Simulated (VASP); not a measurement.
Data:

```
AgCl
1.0
    0.00000     2.72987     2.72987
    2.72987     0.00000     2.72987
    2.72987     2.72987     0.00000
Ag Cl
1 1
Direct
  0.00000   0.00000   0.00000
  0.50000   0.50000   0.50000
```

Level of theory: LDA (Ceperley-Alder, Perdew-Zunger), VASP's LDA PAW potentials (set 64) (plane waves; VASP). Run with 520 eV cut-off, 9×9×9 Γ-centred mesh, Gaussian smearing of 0.050 eV, potentials Ag Cl.

Task: Give the stress tensor in GPa (positive for a compressed cell).

Result: 
```
-3.49   0.00   0.00
 0.00  -3.49   0.00
 0.00   0.00  -3.49
```
The pressure is its mean diagonal, -3.49 GPa.

The compound is AgCl in the rock salt structure. This cell is one point of a volume scan, at 1.06 of the reference volume.
